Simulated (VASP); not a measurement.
# BaGe3W2 (P6/mmm) in VASP: a series of runs

One crystal, BaGe3W2, is run at these levels: PBE; tasks: single point.

All numbers are computed with VASP 6.6.1; they aren't measurements. Logs are shortened: lines on timing, memory, paths and dates and some standing lists are left out, and cuts for length are marked.

## 1. The cell of the first run

The structure is hexagonal, space group P6/mmm (No. 191). Conventional cell: a = 6.929 Å, b = 6.929 Å, c = 3.213 Å, α = 90.00°, β = 90.00°, γ = 120.00°. Around Ba (site symmetry 6/mmm) lie 2 Ba at 3.21 Å. Ge (site symmetry mmm) is surrounded by 4 W at 2.57 Å. Around W (site symmetry -6m2) lie 6 Ge at 2.57 Å.

The cell was built by a generator and needn't be a form met in nature.

## 2. Single point, PBE (species swapped into the CeB2Ru3 type (P6/mmm, No. 191))

Input file INCAR:

```
PREC = Accurate
ENCUT = 520
EDIFF = 1E-7
ISMEAR = 0
SIGMA = 0.1
LREAL = F
LASPH = T
NELM = 100
ALGO = Fast
ISIF = 2
LWAVE = F
LCHARG = T
GGA = PE
LELF = T
LVHAR = T
NBANDS = 49
```

Input file KPOINTS:

```
regular mesh
0
Gamma
  6 6 12
```

Input file POSCAR:

```
BaGe3W2
1.0
    6.9288415131      0.0000000000      0.0000000000
   -3.4644207566      6.0005527692      0.0000000000
    0.0000000000      0.0000000000      3.2128105939
Ba Ge W
1 3 2
Direct
    0.0000000000      0.0000000000      0.0000000000
    0.5000000000      0.0000000000      0.5000000000
    0.5000000000      0.5000000000      0.5000000000
    0.0000000000      0.5000000000      0.5000000000
    0.3333333333      0.6666666667      0.0000000000
    0.6666666667      0.3333333333      0.0000000000
```

Potentials or basis: VASP PAW PBE potentials, release 64 (Ba_sv, Ge_d, W_sv).

The run is started by

```sh
> cat potpaw_PBE.64/Ba_sv/POTCAR potpaw_PBE.64/Ge_d/POTCAR potpaw_PBE.64/W_sv/POTCAR > POTCAR
> mpirun -np 1 vasp_std > vasp.out
```

OUTCAR:

```text
PREC = Accurate
   ENCUT = 520
   EDIFF = 1E-7
   ISMEAR = 0
   LREAL = F
   LASPH = T
   NELM = 100
   ISIF = 2
   GGA = PE

 ion  position               nearest neighbor table
   1  0.000  0.000  0.000-   2 3.82   2 3.82   2 3.82   2 3.82   3 3.82   3 3.82   3 3.82   3 3.82
                             4 3.82   4 3.82   4 3.82   4 3.82   6 4.00   5 4.00   5 4.00   6 4.00
   2  0.500  0.000  0.500-   5 2.57   6 2.57   5 2.57   6 2.57   1 3.82   1 3.82   1 3.82   1 3.82

   3  0.500  0.500  0.500-   5 2.57   6 2.57   5 2.57   6 2.57   1 3.82   1 3.82   1 3.82   1 3.82

   4  0.000  0.500  0.500-   5 2.57   6 2.57   5 2.57   6 2.57   1 3.82   1 3.82   1 3.82   1 3.82

   5  0.333  0.667  0.000-   4 2.57   4 2.57   2 2.57   2 2.57   3 2.57   3 2.57   1 4.00   1 4.00
                             1 4.00
   6  0.667  0.333  0.000-   4 2.57   4 2.57   2 2.57   2 2.57   3 2.57   3 2.57   1 4.00   1 4.00
                             1 4.00

  LATTYP: Found a hexagonal cell.
 ALAT       =     6.9288415131
 C/A-ratio  =     0.4636865467

  Lattice vectors:

 A1 = (   6.9288415131,   0.0000000000,   0.0000000000)
 A2 = (  -3.4644207566,   6.0005527692,   0.0000000000)
 A3 = (   0.0000000000,   0.0000000000,   3.2128105939)

Analysis of symmetry for initial positions (statically):
=====================================================================
 Subroutine PRICEL returns:
 Original cell was already a primitive cell.

 Routine SETGRP: Setting up the symmetry group for a
 hexagonal supercell.

 Subroutine GETGRP returns: Found 24 space group operations
 (whereof 24 operations were pure point group operations)
 out of a pool of 24 trial point group operations.

The static configuration has the point symmetry D_6h.

Analysis of symmetry for dynamics (positions and initial velocities):
=====================================================================
 Subroutine PRICEL returns:
 Original cell was already a primitive cell.

 Routine SETGRP: Setting up the symmetry group for a
 hexagonal supercell.

 Subroutine GETGRP returns: Found 24 space group operations
 (whereof 24 operations were pure point group operations)
 out of a pool of 24 trial point group operations.

The dynamic configuration has the point symmetry D_6h.

 Subroutine INISYM returns: Found 24 space group operations
 (whereof 24 operations are pure point group operations),
 and found     1 'primitive' translations

----------------------------------------------------------------------------------------

                                     Primitive cell

  volume of cell :     133.5786

  direct lattice vectors                    reciprocal lattice vectors
     6.928841513  0.000000000  0.000000000     0.144324271  0.083325657  0.000000000
    -3.464420757  6.000552769  0.000000000     0.000000000  0.166651313  0.000000000
     0.000000000  0.000000000  3.212810594     0.000000000  0.000000000  0.311253954

  length of vectors
     6.928841513  6.928841513  3.212810594     0.166651313  0.166651313  0.311253954

  position of ions in fractional coordinates (direct lattice)
     0.000000000  0.000000000  0.000000000
     0.500000000  0.000000000  0.500000000
     0.500000000  0.500000000  0.500000000
     0.000000000  0.500000000  0.500000000
     0.333333333  0.666666667  0.000000000
     0.666666667  0.333333333  0.000000000

  ion indices of the primitive-cell ions
   primitive index   ion index
                 1           1
                 2           2
                 3           3
                 4           4
                 5           5
                 6           6

----------------------------------------------------------------------------------------

 KPOINTS: regular mesh

Automatic generation of k-mesh.
 Grid dimensions read from file:
 generate k-points for:    6    6   12

 Generating k-lattice:

  Cartesian coordinates                     Fractional coordinates (reciprocal lattice)
     0.024054045  0.013887609  0.000000000     0.166666667  0.000000000  0.000000000
     0.000000000  0.027775219  0.000000000     0.000000000  0.166666667  0.000000000
     0.000000000  0.000000000  0.025937829     0.000000000  0.000000000  0.083333333

  Length of vectors
     0.027775219  0.027775219  0.025937829

  Shift w.r.t. Gamma in fractional coordinates (k-lattice)
     0.000000000  0.000000000  0.000000000

 Subroutine IBZKPT returns following result:
 ===========================================

 Found     49 irreducible k-points:

 Following reciprocal coordinates:
            Coordinates               Weight
  0.000000  0.000000  0.000000      1.000000
  0.166667 -0.000000  0.000000      6.000000
  0.333333 -0.000000  0.000000      6.000000
  0.500000 -0.000000  0.000000      3.000000
  0.166667  0.166667  0.000000      6.000000
  0.333333  0.166667  0.000000     12.000000
[... 16 lines left out ...]
  0.166667 -0.000000  0.250000     12.000000
  0.333333 -0.000000  0.250000     12.000000
 [... further k-points ...]
   k-points           NKPTS =     49   k-points in BZ     NKDIM =     49   number of bands    NBANDS=     49
   number of dos      NEDOS =    301   number of ions     NIONS =      6
   total plane-waves  NPLWV =  69984
   dimension x,y,z NGX =    54 NGY =   54 NGZ =   24
   dimension x,y,z NGXF=   108 NGYF=  108 NGZF=   48
   ions per type =               1   3   2
   NGX,Y,Z   is equivalent  to a cutoff of  12.96, 12.96, 12.42 a.u.
   NGXF,Y,Z  is equivalent  to a cutoff of  25.91, 25.91, 24.84 a.u.
 SYSTEM =  unknown system
   PREC   = accura    normal or accurate (medium, high low for compatibility)
   ISTART =      0    job   : 0-new  1-cont  2-samecut
   ICHARG =      2    charge: 1-file 2-atom 10-const
   ISPIN  =      1    spin polarized calculation?
   LNONCOLLINEAR =      F non collinear calculations
   LSORBIT =      F    spin-orbit coupling
   LASPH  =      T    aspherical Exc in radial PAW
   ENCUT  =  520.0 eV  38.22 Ry    6.18 a.u.  12.88 12.88  5.97*2*pi/ulx,y,z
   NELM   =    100;   NELMIN=  2; NELMDL= -5     # of ELM steps
   EDIFF  = 0.1E-06   stopping-criterion for ELM
   LREAL  =      F    real-space projection
   EDIFFG = 0.1E-05   stopping-criterion for IOM
   NSW    =      0    number of steps for IOM
   IBRION =     -1    ionic relax: 0-MD 1-quasi-New 2-CG
   NFREE  =      0    steps in history (QN), initial steepest desc. (CG)
   ISIF   =      2    stress and relaxation
   ISYM   =      2    0-nonsym 1-usesym 2-fastsym
   POTIM  = 0.5000    time-step for ionic-motion
   TEBEG  =    0.0;   TEEND  =   0.0 temperature during run
   PSTRESS=    0.0 pullay stress
   NELECT =      80.0000    total number of electrons
   NUPDOWN=      -1.0000    fix difference up-down
   EMIN   =  10.00;   EMAX   =-10.00  energy-range for DOS
   EFERMI =   0.00;   METHOD = LEGACY
   ISMEAR =     0;   SIGMA  =   0.10  broadening in eV -4-tet -1-fermi 0-gaus
   EFERMI_NEDOS =   21; number of points for ismear=-14 and -15
   IALGO  =     68    algorithm
   IMIX   =      4    mixing-type and parameters
     AMIX     =   0.40;   BMIX     =  1.00
     AMIX_MAG =   1.60;   BMIX_MAG =  1.00
  volume/ion in A,a.u.               =      22.26       150.24
  Fermi-wavevector in a.u.,A,eV,Ry     =   1.379937  2.607702 25.908557  1.904225
  Thomas-Fermi vector in A             =   2.504860
   LORBIT       =      0    0 simple, 1 ext, 2 COOP (PROOUT), +10 PAW based schemes
   GGA     = PE    functional components
   LHFCALC =     F    Hartree Fock is set to
   AEXX    =    0.0000 exact exchange contribution
   IVDW    =     0    specifies the selected vdW correction
   LEPSILON=     F    determine dielectric tensor
   LRPA    =     F    only Hartree local field effects (RPA)
 non-spin polarized calculation
 RMM-DIIS sequential band-by-band and
 Gauss-broadening in eV      SIGMA  =   0.10
  energy-cutoff  :      520.00
  volume of cell :      133.58
 maximum number of plane-waves:      3630
 NGX is ok and might be reduce to    54
   NGX = 25   NGY = 25   NGZ = 11

 number of electron      79.9999959 magnetization

 Free energy of the ion-electron system (eV)
  ---------------------------------------------------
  ext. energy  EPLUGINS =         0.00000000
  ---------------------------------------------------
  free energy    TOTEN  =       -39.39609164 eV

  energy without entropy =      -39.36968498  energy(sigma->0) =      -39.38288831

 E-fermi :   6.3347     XC(G=0): -10.8799

 val. band max:        6.3160855856   @ k =   0.1667   0.1667   0.3333
 cond. band min:       6.3355513744   @ k =   0.3333  -0.0000   0.3333
 fundamental gap:      0.0194657888
 Fermi energy:         6.3347010104

 k-point     1 :       0.0000    0.0000    0.0000
  band No.  band energies     occupation
      1     -67.5689      2.00000
      2     -67.5684      2.00000
      3     -31.8111      2.00000
      4     -31.8086      2.00000
      5     -31.8086      2.00000
      6     -31.8076      2.00000
[... 41 lines left out ...]
     48       9.8356      0.00000
     49       9.8356      0.00000

 k-point     2 :       0.1667   -0.0000    0.0000
  band No.  band energies     occupation
      1     -67.5689      2.00000
      2     -67.5684      2.00000
      3     -31.8109      2.00000
      4     -31.8087      2.00000
      5     -31.8078      2.00000
      6     -31.8075      2.00000
[... 41 lines left out ...]
     48       9.9162      0.00000
     49      10.9480      0.00000

 k-point     3 :       0.3333   -0.0000    0.0000
  band No.  band energies     occupation
      1     -67.5688      2.00000
      2     -67.5685      2.00000
      3     -31.8103      2.00000
      4     -31.8089      2.00000
      5     -31.8083      2.00000
      6     -31.8049      2.00000
[... 1081 lines left out ...]
     48       9.7794      0.00000
     49      10.1259      0.00000

 k-point    24 :       0.3333   -0.0000    0.2500
  band No.  band energies     occupation
      1     -67.5651      2.00000
      2     -67.5649      2.00000
      3     -31.9141      2.00000
      4     -31.9121      2.00000
      5     -31.7953      2.00000
      6     -31.7923      2.00000
[... 41 lines left out ...]
     48       9.5183      0.00000
     49       9.9073      0.00000

 [... further k-points ...]

------------------------ aborting loop because EDIFF is reached ----------------------------------------

  FORCE on cell =-STRESS in cart. coord.  units (eV):
  Direction    XX          YY          ZZ          XY          YZ          ZX
  --------------------------------------------------------------------------------------
  -------------------------------------------------------------------------------------
  Total        0.2468283      0.2468283      0.3976032     -0.0000000      0.0000000      0.0000000
  in kB        2.9605241      2.9605241      4.7689571     -0.0000000      0.0000000      0.0000000
  external PRESSURE =       3.5633351 kB  Pullay stress =       0.0000000 kB

 VOLUME and BASIS-vectors are now :
 -----------------------------------------------------------------------------
  energy-cutoff  :      520.00
  volume of cell :      133.58
      direct lattice vectors                 reciprocal lattice vectors
     6.928841513  0.000000000  0.000000000     0.144324271  0.083325657  0.000000000
    -3.464420757  6.000552769  0.000000000     0.000000000  0.166651313  0.000000000
     0.000000000  0.000000000  3.212810594     0.000000000  0.000000000  0.311253954

 POSITION                                       TOTAL-FORCE (eV/Angst)
 -----------------------------------------------------------------------------------
      0.00000      0.00000      0.00000        -0.000000      0.000000      0.000000
      3.46442      0.00000      1.60641        -0.000000      0.000000      0.000000
      1.73221      3.00028      1.60641        -0.000000      0.000000      0.000000
     -1.73221      3.00028      1.60641        -0.000000      0.000000      0.000000
     -0.00000      4.00037      0.00000        -0.000000      0.000000      0.000000
      3.46442      2.00018      0.00000         0.000000     -0.000000     -0.000000
 -----------------------------------------------------------------------------------
    total drift:                                0.000000      0.000000      0.000000

  FREE ENERGIE OF THE ION-ELECTRON SYSTEM (eV)
  ---------------------------------------------------
  free  energy   TOTEN  =       -39.3960916430 eV

  energy  without entropy=      -39.3696849771  energy(sigma->0) =      -39.38288831
```

Wall time 19 min (1 thread of Intel Xeon Platinum 8488C (Sapphire Rapids), shared host); peak memory 0.46 GiB.

Results:

```yaml
Free_energy: -39.3961 eV
Pressure: 0.4 GPa
Band_gap_on_the_k_mesh: none (metal or under the smearing width)
```

Stress tensor (GPa, compression positive):
```
0.30 0.00 0.00
0.00 0.30 0.00
0.00 0.00 0.48
```

Spin-orbit coupling is left out, which matters for the levels of Ba, W.

## 3. Single point, PBE (species swapped into the CeB2Ru3 type (P6/mmm, No. 191))

Input file INCAR:

```
ALGO     = Normal         # electronic algorithm
EDIFF    = 1E-6           # SCF threshold, eV
ENCUT    = 520            # plane-wave cutoff, eV
GGA      = PE             # functional
ISIF     = 2              # what is computed and relaxed
ISMEAR   = 0              # smearing method
LASPH    = True           # aspherical terms in the spheres
LCHARG   = False          # write CHGCAR
LREAL    = False          # projectors in reciprocal space
LWAVE    = False          # write WAVECAR
NBANDS   = 49             # bands
NELM     = 100            # most SCF steps
PREC     = Accurate       # precision mode
SIGMA    = 0.1            # smearing width, eV
```

Input file KPOINTS:

```
k-points
0
Gamma
  3 3 6
```

Input file POSCAR:

```
BaGe3W2
1.0
    6.3312268400      0.0000000000      0.0000000000
   -3.1656134200      5.4830032800      0.0000000000
    0.0000000000      0.0000000000      3.4262172300
Ba Ge W
1 3 2
Direct
    0.0000000000      0.0000000000      0.0000000000
    0.5000000000      0.0000000000      0.5000000000
    0.5000000000      0.5000000000      0.5000000000
    0.0000000000      0.5000000000      0.5000000000
    0.3333333300      0.6666666700      0.0000000000
    0.6666666700      0.3333333300      0.0000000000
```

Potentials or basis: VASP PAW PBE potentials, release 64 (Ba_sv, Ge_d, W_sv).

The run is started by

```sh
> cat potpaw_PBE.64/Ba_sv/POTCAR potpaw_PBE.64/Ge_d/POTCAR potpaw_PBE.64/W_sv/POTCAR > POTCAR
> mpirun -np 1 vasp_std > vasp.out
```

Run time: 39 s. Hardware: 1 thread of Intel Xeon 6975P-C (Granite Rapids), shared host; peak memory 0.27 GiB.

The run converged. Its results:

```yaml
Free_energy: -38.7013 eV
Pressure: 12.1 GPa
Band_gap_on_the_k_mesh: none (metal or under the smearing width)
```

Stress tensor (GPa, compression positive):
```
12.17  0.00  0.00
 0.00 12.17  0.00
 0.00  0.00 11.89
```

Levels at points of the mesh, in eV from the Fermi level:
| k point | band 38 | band 39 | band 40 | band 41 | band 42 | band 43 |
| --- | --- | --- | --- | --- | --- | --- |
| (0.00, 0.00, 0.00) | -0.73 | -0.29 | -0.29 | 0.03 | 0.11 | 0.11 |
| (0.00, 0.00, 0.50) | -0.75 | -0.64 | -0.64 | 0.71 | 0.71 | 0.79 |

Caveat: the k mesh is coarse (spacing up to 0.38 Å⁻¹), so the values aren't converged.

## 4. Single point, PBE (species swapped into the CeB2Ru3 type (P6/mmm, No. 191))

Input file INCAR:

```
SYSTEM = BaGe3W2
PREC     = Accurate       ! precision mode
ENCUT    = 520            ! plane-wave cutoff, eV
EDIFF    = 1E-7           ! SCF threshold, eV
ISMEAR   = 0              ! smearing method
SIGMA    = 0.1            ! smearing width, eV
LREAL    = .False.        ! projectors in reciprocal space
LASPH    = .True.         ! aspherical terms in the spheres
NELM     = 100            ! most SCF steps
ALGO     = Normal         ! electronic algorithm
ISIF     = 2              ! what is computed and relaxed
LWAVE    = .False.        ! write WAVECAR
LCHARG   = .True.         ! write CHGCAR
GGA      = PE             ! functional
LELF     = .True.         ! ELF
LVHAR    = .True.       
NBANDS   = 49             ! bands
```

Input file KPOINTS:

```
regular mesh
0
Gamma
  3 3 6
  0 0 0
```

Input file POSCAR:

```
BaGe3W2
1.0
    6.9496558195      0.0000000000      0.0000000000
   -3.4748279098      6.0185784873      0.0000000000
    0.0000000000      0.0000000000      3.1906898288
Ba Ge W
1 3 2
Direct
    0.0000000000      0.0000000000      0.0000000000
    0.5000000000      0.0000000000      0.5000000000
    0.5000000000      0.5000000000      0.5000000000
    0.0000000000      0.5000000000      0.5000000000
    0.3333333333      0.6666666667      0.0000000000
    0.6666666667      0.3333333333      0.0000000000
```

The run is started by

```sh
> cat potpaw_PBE.64/Ba_sv/POTCAR potpaw_PBE.64/Ge_d/POTCAR potpaw_PBE.64/W_sv/POTCAR > POTCAR
> mpirun -np 1 vasp_std > vasp.out
```

Run time: 58 s. Hardware: 1 thread of Intel Xeon 6975P-C (Granite Rapids), shared host; peak memory 0.28 GiB.

Results (log left out):

- Free energy: -39.4080 eV
- Pressure: 0.5 GPa
- Band gap on the k mesh: none (metal or under the smearing width)

Stress tensor (GPa, compression positive):
```
0.57 0.00 0.00
0.00 0.57 0.00
0.00 0.00 0.40
```

Levels at points of the mesh, in eV from the Fermi level:
```
           k point  band 38  band 39  band 40  band 41  band 42  band 43
(0.00, 0.00, 0.00)    -0.65    -0.64    -0.64    -0.51    -0.02     0.56
(0.00, 0.00, 0.50)    -0.83    -0.47    -0.47     0.15     1.03     1.03
```

Spin-orbit coupling is left out, which matters for the levels of Ba, W.

## 5. Summary

| k mesh | mesh quality | gap on the mesh (eV) | pressure (GPa) |
| --- | --- | --- | --- |
| 6 × 6 × 12 | not flagged | none | 0.4 |
| 3 × 3 × 6 | coarse | none | 12.1 |
| 3 × 3 × 6 | not flagged | none | 0.5 |

Alike in all rows: task single point; level PBE; potentials or basis VASP PAW PBE potentials, release 64 (Ba_sv, Ge_d, W_sv); no spin polarisation; cell species swapped into the CeB2Ru3 type (P6/mmm, No. 191); cutoff (eV) 520; smearing gaussian 0.1 eV.

Caveats: some runs use coarse meshes.

Total energies depend on the potentials used, so only differences within one code and one set of settings carry meaning.
